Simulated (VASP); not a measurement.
Computed with vdW-DF2, VASP's PBE PAW potentials (set 64) (plane waves; VASP).

VASP ran on this input.

INCAR:
```
SYSTEM=K
PREC=Accurate; ENCUT=520; LREAL=.FALSE.
LASPH=.TRUE.
EDIFF=1E-6; NELM=100; ALGO=Normal
ISMEAR=1; SIGMA=0.1
GGA=ML; LUSE_VDW=.TRUE.; AGGAC=0.0
ZAB_VDW=-1.8867
IBRION=2; NSW=60; ISIF=3
EDIFFG=-0.01
LWAVE=.FALSE.; LCHARG=.FALSE.
```

File KPOINTS:
```
Regular mesh
0
G
  9 9 9
```

File POSCAR:
```
K
1
   -2.6400000000     2.6400000000     2.6400000000
    2.6400000000    -2.6400000000     2.6400000000
    2.6400000000     2.6400000000    -2.6400000000
K
1
Direct
  0.0000000000   0.0000000000   0.0000000000
```

POTCAR, in this order: K_sv (PBE.64 set). Program: vasp_std.

Output

### OSZICAR
```
       N       E                     dE             d eps       ncg     rms          rms(c)
DAV:   1     0.463584152139E+02    0.46358E+02   -0.36782E+03   560   0.866E+02
DAV:   2     0.253553250533E+01   -0.43823E+02   -0.43664E+02   568   0.211E+02
DAV:   3     0.106147128386E+01   -0.14741E+01   -0.14669E+01   944   0.342E+01
DAV:   4     0.104423361837E+01   -0.17238E-01   -0.17181E-01   952   0.330E+00
DAV:   5     0.104409440268E+01   -0.13922E-03   -0.13922E-03   928   0.180E-01    0.313E+00
DAV:   6     0.104446750927E+01    0.37311E-03   -0.11105E-03  1000   0.259E-01    0.190E+00
DAV:   7     0.104430870620E+01   -0.15880E-03   -0.25215E-03   808   0.364E-01    0.422E-02
DAV:   8     0.104416498822E+01   -0.14372E-03   -0.25982E-04   800   0.127E-01    0.128E-02
DAV:   9     0.104409171355E+01   -0.73275E-04   -0.19137E-04   704   0.887E-02    0.920E-03
DAV:  10     0.104408544134E+01   -0.62722E-05   -0.12904E-05   976   0.280E-02    0.306E-03
DAV:  11     0.104408189755E+01   -0.35438E-05   -0.79176E-06   648   0.193E-02    0.194E-03
DAV:  12     0.104408111332E+01   -0.78423E-06   -0.34034E-06   712   0.134E-02
   1 F= 0.10440811E+01 E0= 0.10443225E+01  d E =0.104408E+01
       N       E                     dE             d eps       ncg     rms          rms(c)
DAV:   1     0.102865708693E+01   -0.15425E-01   -0.38785E-01   576   0.747E+00    0.101E+00
DAV:   2     0.103991494309E+01    0.11258E-01   -0.37238E-02   608   0.230E+00    0.333E-01
DAV:   3     0.104303717171E+01    0.31222E-02   -0.10321E-02   800   0.942E-01    0.322E-01
DAV:   4     0.104281776017E+01   -0.21941E-03   -0.11379E-03   992   0.244E-01    0.766E-02
DAV:   5     0.104275640741E+01   -0.61353E-04   -0.52314E-04   864   0.158E-01    0.264E-02
DAV:   6     0.104275165065E+01   -0.47568E-05   -0.13844E-05   984   0.357E-02    0.498E-03
DAV:   7     0.104275209431E+01    0.44366E-06   -0.28065E-07   424   0.500E-03
   2 F= 0.10427521E+01 E0= 0.10429986E+01  d E =-.132902E-02
       N       E                     dE             d eps       ncg     rms          rms(c)
DAV:   1     0.970171087461E+00   -0.72581E-01   -0.19295E+00   576   0.166E+01    0.213E+00
DAV:   2     0.102760016070E+01    0.57429E-01   -0.18329E-01   576   0.517E+00    0.723E-01
DAV:   3     0.104260862453E+01    0.15008E-01   -0.55766E-02   792   0.218E+00    0.696E-01
DAV:   4     0.104131093979E+01   -0.12977E-02   -0.59813E-03   944   0.681E-01    0.122E-01
DAV:   5     0.104110192405E+01   -0.20902E-03   -0.21368E-03   880   0.344E-01    0.753E-02
DAV:   6     0.104103061120E+01   -0.71313E-04   -0.10218E-04  1024   0.750E-02    0.863E-03
DAV:   7     0.104103208985E+01    0.14786E-05   -0.20838E-06   640   0.136E-02    0.161E-03
DAV:   8     0.104103227373E+01    0.18389E-06   -0.10163E-06   632   0.685E-03
   3 F= 0.10410323E+01 E0= 0.10412910E+01  d E =-.304884E-02
       N       E                     dE             d eps       ncg     rms          rms(c)
DAV:   1     0.739637020946E+00   -0.30140E+00   -0.81164E+00   568   0.340E+01    0.393E+00
DAV:   2     0.992038000168E+00    0.25240E+00   -0.75750E-01   568   0.107E+01    0.143E+00
DAV:   3     0.104974325899E+01    0.57705E-01   -0.27204E-01   872   0.478E+00    0.134E+00
DAV:   4     0.104467851399E+01   -0.50647E-02   -0.17456E-02   872   0.146E+00    0.289E-01
DAV:   5     0.104365203875E+01   -0.10265E-02   -0.64905E-03   848   0.544E-01    0.157E-01
DAV:   6     0.104316206021E+01   -0.48998E-03   -0.72171E-04  1016   0.130E-01    0.203E-02
DAV:   7     0.104316762990E+01    0.55697E-05   -0.12690E-05   696   0.363E-02    0.386E-03
DAV:   8     0.104316779429E+01    0.16438E-06   -0.43696E-06   856   0.135E-02
   4 F= 0.10431678E+01 E0= 0.10434553E+01  d E =-.913319E-03
       N       E                     dE             d eps       ncg     rms          rms(c)
DAV:   1     0.884343153900E+00   -0.15882E+00   -0.44816E+00   576   0.257E+01    0.433E+00
DAV:   2     0.100191696895E+01    0.11757E+00   -0.44770E-01   768   0.773E+00    0.130E+00
DAV:   3     0.104145013928E+01    0.39533E-01   -0.96519E-02   832   0.286E+00    0.131E+00
DAV:   4     0.104163371713E+01    0.18358E-03   -0.16561E-02  1000   0.789E-01    0.525E-01
DAV:   5     0.104079937682E+01   -0.83434E-03   -0.92492E-03   832   0.583E-01    0.117E-01
DAV:   6     0.104083443560E+01    0.35059E-04   -0.15275E-04   912   0.110E-01    0.369E-02
DAV:   7     0.104083487434E+01    0.43874E-06   -0.73485E-06   784   0.245E-02
   5 F= 0.10408349E+01 E0= 0.10411000E+01  d E =-.324624E-02
```

OUTCAR:
```
------------------------ aborting loop because EDIFF is reached ----------------------------------------
  FORCE on cell =-STRESS in cart. coord.  units (eV):
  Direction    XX          YY          ZZ          XY          YZ          ZX
  --------------------------------------------------------------------------------------
  Total       -0.0058016     -0.0058016     -0.0058016      0.0000000      0.0000000     -0.0000000
  in kB       -0.1345042     -0.1345042     -0.1345042      0.0000000      0.0000000     -0.0000000
  external PRESSURE =      -0.1345042 kB  Pullay stress =       0.0000000 kB
  volume of cell :       69.11
      direct lattice vectors                 reciprocal lattice vectors
    -2.585165557  2.585165557  2.585165557     0.000000000  0.193411211  0.193411211
     2.585165557 -2.585165557  2.585165557     0.193411211  0.000000000  0.193411211
     2.585165557  2.585165557 -2.585165557     0.193411211  0.193411211  0.000000000
 POSITION                                       TOTAL-FORCE (eV/Angst)
 -----------------------------------------------------------------------------------
      0.00000      0.00000      0.00000        -0.000000      0.000000      0.000000
 -----------------------------------------------------------------------------------
    total drift:                               -0.000000     -0.000000      0.000000
  FREE ENERGIE OF THE ION-ELECTRON SYSTEM (eV)
  ---------------------------------------------------
  free  energy   TOTEN  =         1.0408348743 eV

  energy  without entropy=        1.0416302447  energy(sigma->0) =        1.04110000

 reached required accuracy - stopping structural energy minimisation
```
(Selected blocks of OUTCAR.)

### CONTCAR
```
K
   1.00000000000000
    -2.5851655568670373    2.5851655568670373    2.5851655568670373
     2.5851655568670373   -2.5851655568670373    2.5851655568670373
     2.5851655568670373    2.5851655568670373   -2.5851655568670373
  K
     1
Direct
     0.0000000000000000    0.0000000000000000    0.0000000000000000
```

Energy and stress use the plane-wave basis of the starting cell.

The compound is K in the bcc structure. This run relaxes it. Symmetry was kept, so distortions that lower it aren't found.
